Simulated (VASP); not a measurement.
Level of theory: optB88-vdW, VASP's PBE PAW potentials (set 64) (plane waves; VASP).

VASP input:

**KPOINTS**
```
K-points
0
Gamma
  6 6 6
```

### INCAR
```
# general
SYSTEM   = BaTiO3
PREC     = Accurate
ENCUT    = 520
LREAL    = .False.
LASPH    = .True.

# electronic loop
EDIFF    = 1E-7
NELM     = 100
ALGO     = Normal
LMAXMIX  = 4

# smearing
ISMEAR   = 0
SIGMA    = 0.05

# functional
GGA      = BO
LUSE_VDW = .True.
AGGAC    = 0.0
PARAM1   = 0.1833333333
PARAM2   = 0.22

# ions
IBRION   = 2
NSW      = 30
ISIF     = 4
EDIFFG   = -0.01

# output
LWAVE    = .False.
LCHARG   = .False.
```

File POSCAR:
```
BaTiO3
1.0
  3.9213230496   0.0000000000   0.0000000000
  0.0000000000   3.9213230496   0.0000000000
  0.0000000000   0.0000000000   4.0313744985
Ba Ti O
1 1 3
Cartesian
  0.0000000000   0.0000000000   0.0136167974
  1.9606615248   1.9606615248   2.1019181950
  1.9606615248   1.9606615248   3.9116248871
  0.0000000000   1.9606615248   1.9530734422
  1.9606615248   0.0000000000   1.9530734422
```

POTCAR, in this order: Ba_sv Ti_sv O (PBE.64 set). Program: vasp_std.

Output

File OSZICAR:
```
...
DAV:   5    -0.420094202114E+02   -0.61821E-01   -0.61819E-01  2648   0.364E+00    0.255E+01
DAV:   6    -0.309614582735E+02    0.11048E+02   -0.77299E+01  2968   0.826E+01    0.106E+01
DAV:   7    -0.309816444800E+02   -0.20186E-01   -0.12223E+01  2464   0.274E+01    0.736E+00
DAV:   8    -0.308268855288E+02    0.15476E+00   -0.99087E-01  2536   0.102E+01    0.299E+00
DAV:   9    -0.308547208254E+02   -0.27835E-01   -0.22199E-01  2576   0.371E+00    0.109E+00
DAV:  10    -0.308450372590E+02    0.96836E-02   -0.73516E-02  2552   0.289E+00    0.395E-01
DAV:  11    -0.308442357675E+02    0.80149E-03   -0.61481E-03  2728   0.679E-01    0.999E-02
DAV:  12    -0.308441323097E+02    0.10346E-03   -0.53292E-04  2216   0.195E-01    0.339E-02
DAV:  13    -0.308441167484E+02    0.15561E-04   -0.13422E-04  2584   0.118E-01    0.150E-02
DAV:  14    -0.308441119014E+02    0.48470E-05   -0.45646E-05  2888   0.696E-02    0.675E-03
DAV:  15    -0.308441121992E+02   -0.29787E-06   -0.42272E-06  2384   0.184E-02    0.291E-03
DAV:  16    -0.308441121604E+02    0.38800E-07   -0.33899E-07  2136   0.576E-03
   1 F= -.30844112E+02 E0= -.30844112E+02  d E =-.308441E+02
       N       E                     dE             d eps       ncg     rms          rms(c)
DAV:   1    -0.308151838418E+02    0.28928E-01   -0.92141E+00  2168   0.350E+01    0.812E-01
DAV:   2    -0.308622328885E+02   -0.47049E-01   -0.54579E-01  2024   0.517E+00    0.769E-01
DAV:   3    -0.308618612340E+02    0.37165E-03   -0.25299E-02  2696   0.117E+00    0.443E-01
DAV:   4    -0.308611701730E+02    0.69106E-03   -0.51841E-03  2496   0.687E-01    0.190E-01
DAV:   5    -0.308611387035E+02    0.31470E-04   -0.14445E-03  2352   0.319E-01    0.468E-02
DAV:   6    -0.308611118895E+02    0.26814E-04   -0.19030E-04  2376   0.137E-01    0.257E-02
DAV:   7    -0.308611121466E+02   -0.25708E-06   -0.59783E-05  2432   0.672E-02    0.108E-02
DAV:   8    -0.308611100758E+02    0.20708E-05   -0.21771E-05  2352   0.338E-02    0.219E-03
DAV:   9    -0.308611102188E+02   -0.14297E-06   -0.14430E-06  2288   0.912E-03    0.126E-03
DAV:  10    -0.308611102308E+02   -0.12012E-07   -0.14437E-07  1312   0.419E-03
   2 F= -.30861110E+02 E0= -.30861110E+02  d E =-.169981E-01
       N       E                     dE             d eps       ncg     rms          rms(c)
DAV:   1    -0.308610935771E+02    0.16642E-04   -0.47895E-03  2168   0.801E-01    0.166E-02
DAV:   2    -0.308611176463E+02   -0.24069E-04   -0.27507E-04  1984   0.115E-01    0.152E-02
DAV:   3    -0.308611174663E+02    0.18005E-06   -0.13380E-05  2712   0.266E-02    0.854E-03
DAV:   4    -0.308611171206E+02    0.34568E-06   -0.25002E-06  2456   0.150E-02    0.391E-03
DAV:   5    -0.308611171545E+02   -0.33909E-07   -0.71301E-07  2184   0.693E-03
   3 F= -.30861117E+02 E0= -.30861117E+02  d E =-.170050E-01
       N       E                     dE             d eps       ncg     rms          rms(c)
DAV:   1    -0.308743948365E+02   -0.13278E-01   -0.23732E+00  2176   0.169E+01    0.891E-01
DAV:   2    -0.308761878330E+02   -0.17930E-02   -0.16086E-01  2008   0.297E+00    0.568E-01
DAV:   3    -0.308700951944E+02    0.60926E-02   -0.15646E-02  2696   0.111E+00    0.182E-01
DAV:   4    -0.308695885207E+02    0.50667E-03   -0.33361E-03  2608   0.516E-01    0.635E-02
DAV:   5    -0.308695675531E+02    0.20968E-04   -0.39109E-04  2544   0.175E-01    0.255E-02
DAV:   6    -0.308695650148E+02    0.25383E-05   -0.44260E-05  2568   0.551E-02    0.166E-02
DAV:   7    -0.308695664290E+02   -0.14142E-05   -0.73557E-06  2280   0.265E-02    0.380E-03
DAV:   8    -0.308695665934E+02   -0.16434E-06   -0.24401E-06  2488   0.121E-02    0.185E-03
DAV:   9    -0.308695665488E+02    0.44582E-07   -0.26754E-07  1576   0.427E-03
   4 F= -.30869567E+02 E0= -.30869567E+02  d E =-.844939E-02
       N       E                     dE             d eps       ncg     rms          rms(c)
DAV:   1    -0.308756143430E+02   -0.60477E-02   -0.18811E+00  2184   0.150E+01    0.796E-01
DAV:   2    -0.308770498426E+02   -0.14355E-02   -0.12745E-01  2016   0.265E+00    0.502E-01
DAV:   3    -0.308721955303E+02    0.48543E-02   -0.12559E-02  2672   0.995E-01    0.161E-01
DAV:   4    -0.308718104377E+02    0.38509E-03   -0.26591E-03  2600   0.454E-01    0.560E-02
DAV:   5    -0.308717937763E+02    0.16661E-04   -0.30546E-04  2544   0.154E-01    0.230E-02
DAV:   6    -0.308717916057E+02    0.21706E-05   -0.36087E-05  2632   0.500E-02    0.149E-02
DAV:   7    -0.308717926398E+02   -0.10342E-05   -0.59852E-06  2232   0.237E-02    0.345E-03
DAV:   8    -0.308717927899E+02   -0.15002E-06   -0.19996E-06  2520   0.109E-02    0.172E-03
DAV:   9    -0.308717927510E+02    0.38882E-07   -0.21642E-07  1416   0.391E-03
   5 F= -.30871793E+02 E0= -.30871793E+02  d E =-.106756E-01
       N       E                     dE             d eps       ncg     rms          rms(c)
DAV:   1    -0.308679772319E+02    0.38156E-02   -0.85758E-01  2240   0.119E+01    0.185E-01
DAV:   2    -0.308736147650E+02   -0.56375E-02   -0.63807E-02  1976   0.179E+00    0.121E-01
DAV:   3    -0.308736992981E+02   -0.84533E-04   -0.25234E-03  2728   0.347E-01    0.722E-02
DAV:   4    -0.308736512096E+02    0.48088E-04   -0.24111E-04  2648   0.166E-01    0.346E-02
DAV:   5    -0.308736485686E+02    0.26410E-05   -0.82832E-05  2544   0.787E-02    0.111E-02
DAV:   6    -0.308736485353E+02    0.33290E-07   -0.70486E-06  2568   0.277E-02    0.635E-03
DAV:   7    -0.308736484507E+02    0.84549E-07   -0.13655E-06  2456   0.108E-02    0.294E-03
DAV:   8    -0.308736485017E+02   -0.50990E-07   -0.35246E-07  1864   0.650E-03
   6 F= -.30873649E+02 E0= -.30873649E+02  d E =-.185575E-02
       N       E                     dE             d eps       ncg     rms          rms(c)
DAV:   1    -0.308646634733E+02    0.89850E-02   -0.14713E+00  2240   0.156E+01    0.239E-01
DAV:   2    -0.308743947154E+02   -0.97312E-02   -0.10955E-01  2000   0.233E+00    0.152E-01
DAV:   3    -0.308745206046E+02   -0.12589E-03   -0.41158E-03  2672   0.442E-01    0.912E-02
DAV:   4    -0.308744351461E+02    0.85458E-04   -0.41373E-04  2648   0.221E-01    0.388E-02
DAV:   5    -0.308744339302E+02    0.12159E-05   -0.13133E-04  2456   0.968E-02    0.144E-02
DAV:   6    -0.308744336871E+02    0.24309E-06   -0.88652E-06  2640   0.328E-02    0.807E-03
DAV:   7    -0.308744335821E+02    0.10498E-06   -0.23573E-06  2576   0.148E-02    0.327E-03
DAV:   8    -0.308744336582E+02   -0.76092E-07   -0.58464E-07  2144   0.755E-03
   7 F= -.30874434E+02 E0= -.30874434E+02  d E =-.264091E-02
       N       E                     dE             d eps       ncg     rms          rms(c)
DAV:   1    -0.308745043593E+02   -0.70777E-04   -0.86509E-02  2040   0.321E+00    0.162E-01
DAV:   2    -0.308747180828E+02   -0.21372E-03   -0.58496E-03  2008   0.571E-01    0.950E-02
DAV:   3    -0.308745368143E+02    0.18127E-03   -0.53535E-04  2504   0.203E-01    0.299E-02
DAV:   4    -0.308745254353E+02    0.11379E-04   -0.91793E-05  2488   0.762E-02    0.102E-02
DAV:   5    -0.308745248391E+02    0.59619E-06   -0.11457E-05  2400   0.290E-02    0.586E-03
DAV:   6    -0.308745246608E+02    0.17823E-06   -0.16287E-06  2632   0.113E-02    0.323E-03
DAV:   7    -0.308745246696E+02   -0.87994E-08   -0.56753E-07  1984   0.680E-03
   8 F= -.30874525E+02 E0= -.30874525E+02  d E =-.910114E-04
       N       E                     dE             d eps       ncg     rms          rms(c)
DAV:   1    -0.308745420384E+02   -0.17378E-04   -0.75040E-03  2056   0.948E-01    0.476E-02
DAV:   2    -0.308745602614E+02   -0.18223E-04   -0.50266E-04  2008   0.167E-01    0.279E-02
DAV:   3    -0.308745444576E+02    0.15804E-04   -0.45041E-05  2520   0.590E-02    0.853E-03
DAV:   4    -0.308745435446E+02    0.91299E-06   -0.76935E-06  2464   0.223E-02    0.294E-03
DAV:   5    -0.308745434794E+02    0.65275E-07   -0.92521E-07  2360   0.836E-03
   9 F= -.30874543E+02 E0= -.30874543E+02  d E =-.109821E-03
```

**OUTCAR**
```
------------------------ aborting loop because EDIFF is reached ----------------------------------------
  FORCE on cell =-STRESS in cart. coord.  units (eV):
  Direction    XX          YY          ZZ          XY          YZ          ZX
  --------------------------------------------------------------------------------------
  Total        3.6369902      3.6369902      3.6186162      0.0000000      0.0000000      0.0000000
  in kB       94.0014015     94.0014015     93.5265080      0.0000000      0.0000000      0.0000000
  external PRESSURE =      93.8431037 kB  Pullay stress =       0.0000000 kB
  volume of cell :       61.99
      direct lattice vectors                 reciprocal lattice vectors
     3.951936248  0.000000000  0.000000000     0.253040519  0.000000000  0.000000000
     0.000000000  3.951936248 -0.000000000     0.000000000  0.253040519  0.000000000
     0.000000000 -0.000000000  3.969159292     0.000000000  0.000000000  0.251942521
 POSITION                                       TOTAL-FORCE (eV/Angst)
 -----------------------------------------------------------------------------------
      0.00000      3.95194      3.95310         0.000000     -0.000000      0.005626
      1.97597      1.97597      2.00409         0.000000      0.000000     -0.006486
      1.97597      1.97597      3.91158         0.000000     -0.000000      0.001996
      0.00000      1.97597      1.94020        -0.000000      0.000000     -0.000568
      1.97597     -0.00000      1.94020         0.000000      0.000000     -0.000568
 -----------------------------------------------------------------------------------
    total drift:                                0.000000      0.000000      0.000864
  FREE ENERGIE OF THE ION-ELECTRON SYSTEM (eV)
  ---------------------------------------------------
  free  energy   TOTEN  =       -30.8745434794 eV

  energy  without entropy=      -30.8745434794  energy(sigma->0) =      -30.87454348

 reached required accuracy - stopping structural energy minimisation
```
(Selected blocks of OUTCAR.)

**CONTCAR**
```
BaTiO3
   1.00000000000000
     3.9519362481935580    0.0000000000000000    0.0000000000000000
     0.0000000000000000    3.9519362481935580   -0.0000000000000000
     0.0000000000000000   -0.0000000000000000    3.9691592918815095
  Ba              Ti              O
     1     1     3
Direct
     0.0000000000000000    1.0000000000000000    0.9959545467640770
     0.5000000000000000    0.5000000000000000    0.5049144681209887
     0.5000000000000000    0.5000000000000000    0.9854941606839102
     0.0000000000000000    0.5000000000000000    0.4888184121655104
     0.5000000000000000    0.0000000000000000    0.4888184121655104
```

The compound is BaTiO3 in the tetragonal perovskite structure. This cell is one point of a volume scan, at 0.94 of the reference volume. Symmetry was kept, so distortions that lower it aren't found.
